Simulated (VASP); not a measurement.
# LaLuN2 (P-6m2) in VASP: single point with r2SCAN

Aim: the single point of LaLuN2 with r2SCAN.

Everything below comes from runs of VASP 6.6.1. Logs are shortened: lines on timing, memory, paths and dates and some standing lists are left out, and cuts for length are marked.

### Step 1. The structure

The structure is hexagonal, space group P-6m2 (No. 187). Conventional cell: a = 5.428 Å, b = 5.428 Å, c = 5.542 Å, α = 90.00°, β = 90.00°, γ = 120.00°. La (site symmetry -6m2) has 3 Lu at 3.13 Å as nearest neighbours. Lu (site symmetry -6m2) has 2 N at 2.17 Å as nearest neighbours. Around N (site symmetry 3m) lie 1 N at 1.20 Å.

The cell was built by a generator and needn't be a form met in nature.

### Step 2. Single point, r2SCAN

Contents of INCAR:

```
SYSTEM = LaLuN2
PREC = Accurate
ENCUT = 520
EDIFF = 1E-6
ISMEAR = 0
SIGMA = 0.1
LREAL = .False.
LASPH = .True.
NELM = 150
ALGO = Normal
ISIF = 2
LWAVE = .False.
LCHARG = .False.
METAGGA = R2SCAN
LMIXTAU = .True.
KPAR = 4
```

Contents of KPOINTS:

```
regular mesh
0
Gamma
  8 8 6
  0 0 0
```

Contents of POSCAR:

```
LaLuN2                                  
1.0
    5.4279892823     -0.0000000000     -0.0000000000
   -2.7139946412      4.7007766099      0.0000000000
    0.0000000000     -0.0000000000      5.5419290291
  La              Lu              N             
     1     1     2
Direct
     0.0000000000000000    0.0000000000000000    0.0000000000000000
     0.6666666699999979    0.3333333300000021    0.0000000000000000
     0.6666666699999979    0.3333333300000021    0.3912927162896507
     0.6666666699999979    0.3333333300000021    0.6087072837103492
```

Potentials or basis: VASP PAW PBE potentials, release 64 (La, Lu, N).

Run with:

```
$ cat potpaw_PBE.64/La/POTCAR potpaw_PBE.64/Lu/POTCAR potpaw_PBE.64/N/POTCAR > POTCAR
$ mpirun -np 4 vasp_std > vasp.out
```

OUTCAR:

```text
SYSTEM = LaLuN2
   PREC = Accurate
   ENCUT = 520
   EDIFF = 1E-6
   ISMEAR = 0
   LREAL = .False.
   LASPH = .True.
   NELM = 150
   ISIF = 2
   METAGGA = R2SCAN

 ion  position               nearest neighbor table
   1  0.000  0.000  0.000-   2 3.13   2 3.13   2 3.13
   2  0.667  0.333  0.000-   3 2.17   4 2.17   1 3.13   1 3.13   1 3.13
   3  0.667  0.333  0.391-   4 1.20   2 2.17
   4  0.667  0.333  0.609-   3 1.20   2 2.17

  LATTYP: Found a hexagonal cell.
 ALAT       =     5.4279892823
 C/A-ratio  =     1.0209911518

  Lattice vectors:

 A1 = (   5.4279892823,   0.0000000000,   0.0000000000)
 A2 = (  -2.7139946412,   4.7007766099,   0.0000000000)
 A3 = (   0.0000000000,   0.0000000000,   5.5419290291)

Analysis of symmetry for initial positions (statically):
=====================================================================
 Subroutine PRICEL returns:
 Original cell was already a primitive cell.

 Routine SETGRP: Setting up the symmetry group for a
 hexagonal supercell.

 Subroutine GETGRP returns: Found 12 space group operations
 (whereof 12 operations were pure point group operations)
 out of a pool of 24 trial point group operations.

The static configuration has the point symmetry D_3h.

Analysis of symmetry for dynamics (positions and initial velocities):
=====================================================================
 Subroutine PRICEL returns:
 Original cell was already a primitive cell.

 Routine SETGRP: Setting up the symmetry group for a
 hexagonal supercell.

 Subroutine GETGRP returns: Found 12 space group operations
 (whereof 12 operations were pure point group operations)
 out of a pool of 24 trial point group operations.

The dynamic configuration has the point symmetry D_3h.

 Subroutine INISYM returns: Found 12 space group operations
 (whereof 12 operations are pure point group operations),
 and found     1 'primitive' translations

----------------------------------------------------------------------------------------

                                     Primitive cell

  volume of cell :     141.4066

  direct lattice vectors                    reciprocal lattice vectors
[... 80 lines left out ...]
   NGXF,Y,Z  is equivalent  to a cutoff of  24.50, 24.50, 25.20 a.u.
 SYSTEM =  LaLuN2
   PREC   = accura    normal or accurate (medium, high low for compatibility)
   ISTART =      0    job   : 0-new  1-cont  2-samecut
   ICHARG =      2    charge: 1-file 2-atom 10-const
   ISPIN  =      1    spin polarized calculation?
   LNONCOLLINEAR =      F non collinear calculations
   LSORBIT =      F    spin-orbit coupling
   LASPH  =      T    aspherical Exc in radial PAW
   ENCUT  =  520.0 eV  38.22 Ry    6.18 a.u.  10.09 10.09 10.30*2*pi/ulx,y,z
   NELM   =    150;   NELMIN=  2; NELMDL= -5     # of ELM steps
   EDIFF  = 0.1E-05   stopping-criterion for ELM
   LREAL  =      F    real-space projection
[... 7 lines left out ...]
   TEBEG  =    0.0;   TEEND  =   0.0 temperature during run
   PSTRESS=    0.0 pullay stress
   NELECT =      46.0000    total number of electrons
   NUPDOWN=      -1.0000    fix difference up-down
   EMIN   =  10.00;   EMAX   =-10.00  energy-range for DOS
   EFERMI =   0.00;   METHOD = LEGACY
   ISMEAR =     0;   SIGMA  =   0.10  broadening in eV -4-tet -1-fermi 0-gaus
   EFERMI_NEDOS =   21; number of points for ismear=-14 and -15
   IALGO  =     38    algorithm
   IMIX   =      4    mixing-type and parameters
     AMIX     =   0.40;   BMIX     =  1.00
     AMIX_MAG =   1.60;   BMIX_MAG =  1.00
  volume/ion in A,a.u.               =      35.35       238.56
  Fermi-wavevector in a.u.,A,eV,Ry     =   1.125912  2.127664 17.247789  1.267677
  Thomas-Fermi vector in A             =   2.262591
   LORBIT       =      0    0 simple, 1 ext, 2 COOP (PROOUT), +10 PAW based schemes
   METAGGA = R2SCAN    functional components
   LHFCALC =     F    Hartree Fock is set to
   AEXX    =    0.0000 exact exchange contribution
   IVDW    =     0    specifies the selected vdW correction
   LEPSILON=     F    determine dielectric tensor
   LRPA    =     F    only Hartree local field effects (RPA)
 non-spin polarized calculation
 Gauss-broadening in eV      SIGMA  =   0.10
  energy-cutoff  :      520.00
  volume of cell :      141.41
 maximum number of plane-waves:      3824
   NGX = 21   NGY = 21   NGZ = 21

 number of electron      45.9999998 magnetization

 Free energy of the ion-electron system (eV)
  ---------------------------------------------------
  ext. energy  EPLUGINS =         0.00000000
  ---------------------------------------------------
  free energy    TOTEN  =       -83.38937805 eV

  energy without entropy =      -83.36394118  energy(sigma->0) =      -83.37665961

 E-fermi :   1.9113     XC(G=0):  -7.8207

 val. band max:        1.9039322780   @ k =   0.2500   0.1250   0.3333
 cond. band min:       1.9166802652   @ k =   0.2500   0.0000   0.3333
 fundamental gap:      0.0127479871
 Fermi energy:         1.9112944521

 k-point     1 :       0.0000    0.0000    0.0000
  band No.  band energies     occupation
      1     -55.4871      2.00000
      2     -32.9665      2.00000
      3     -25.7140      2.00000
      4     -25.7140      2.00000
      5     -25.5231      2.00000
      6     -21.0097      2.00000
[... 709 lines left out ...]
     26       2.9666      0.00000
     27       3.2447      0.00000

 [... further k-points ...]

------------------------ aborting loop because EDIFF is reached ----------------------------------------

  FORCE on cell =-STRESS in cart. coord.  units (eV):
  Direction    XX          YY          ZZ          XY          YZ          ZX
  --------------------------------------------------------------------------------------
  -------------------------------------------------------------------------------------
  Total       -0.4254972     -0.4254972     -1.3646616      0.0000000     -0.0000000      0.0000000
  in kB       -4.8210062     -4.8210062    -15.4620116      0.0000000     -0.0000000      0.0000000
  external PRESSURE =      -8.3680080 kB  Pullay stress =       0.0000000 kB

 VOLUME and BASIS-vectors are now :
 -----------------------------------------------------------------------------
  energy-cutoff  :      520.00
  volume of cell :      141.41
      direct lattice vectors                 reciprocal lattice vectors
     5.427989282  0.000000000  0.000000000     0.184230283  0.106365403  0.000000000
    -2.713994641  4.700776610  0.000000000     0.000000000  0.212730807  0.000000000
     0.000000000  0.000000000  5.541929029     0.000000000  0.000000000  0.180442585

 POSITION                                       TOTAL-FORCE (eV/Angst)
 -----------------------------------------------------------------------------------
      0.00000      0.00000      0.00000         0.000000     -0.000000      0.000000
      2.71399      1.56693      0.00000         0.000000     -0.000000      0.000000
      2.71399      1.56693      2.16852        -0.000000      0.000000      0.068052
      2.71399      1.56693      3.37341        -0.000000      0.000000     -0.068052
 -----------------------------------------------------------------------------------
    total drift:                               -0.000137      0.000079     -0.000000

  FREE ENERGIE OF THE ION-ELECTRON SYSTEM (eV)
  ---------------------------------------------------
  free  energy   TOTEN  =       -83.3893780478 eV

  energy  without entropy=      -83.3639411796  energy(sigma->0) =      -83.37665961
```

Wall time 1.7 min (4 MPI ranks of Intel Xeon 6975P-C (Granite Rapids), shared host); peak memory 0.41 GiB.

What came out:

| Quantity | Value |
| --- | --- |
| Free energy | -83.3894 eV |
| Pressure | -0.8 GPa |
| Largest force | 0.068 eV/Å |
| Band gap on the k mesh | none (metal or under the smearing width) |

Forces in eV/Å, atoms in the order of the input:
```
La   0.000  0.000  0.000
Lu   0.000  0.000  0.000
N    0.000  0.000  0.068
N    0.000  0.000 -0.068
```

Stress tensor (GPa, compression positive):
```
-0.48  0.00  0.00
 0.00 -0.48  0.00
 0.00  0.00 -1.55
```

Caveat: the standard files for N, O and F lose accuracy on very short bonds; the PAW data sets were made with another functional, which shifts forces and pressure a little. Spin-orbit coupling is left out, which matters for the levels of La, Lu.
